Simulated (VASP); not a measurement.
Input:

```
CELL_PARAMETERS angstrom
      0.00000     1.98655     1.98655
      1.98655     0.00000     1.98655
      7.61097     7.61097     0.33524
ATOMIC_POSITIONS crystal
  Pt 0.03169 0.03169 0.97623
  Pt 0.00000 0.00000 0.25000
  Pt 0.96831 0.96831 0.52377
  Al 0.00000 0.00000 0.75000
```

Calculation: PBEsol GGA, VASP's PBE PAW potentials (set 64) (plane waves; VASP 6.6.1). Numerical set-up: 400 eV cut-off, 15×15×4 Γ-centred mesh, tetrahedra with Blöchl corrections, potentials Pt Al.

The cores are frozen, which limits the accuracy of field gradients.

**Question.** Give the principal components of the electric field gradient (V/Å²) and the asymmetry η at each nucleus.

**Answer.** 
```json
[
 {"atom": "Pt1", "Vxx": "-36.3", "Vyy": "-36.3", "Vzz": "72.6", "η": "0.00"},
 {"atom": "Pt2", "Vxx": "8.8", "Vyy": "8.8", "Vzz": "-17.5", "η": "0.00"},
 {"atom": "Pt3", "Vxx": "-36.3", "Vyy": "-36.3", "Vzz": "72.6", "η": "0.00"},
 {"atom": "Al4", "Vxx": "15.2", "Vyy": "15.2", "Vzz": "-30.4", "η": "0.00"}
]
```

The structure was generated: AlPt3 was put into an ordered model structure (R-3m), which need not be its known phase. It was relaxed first.
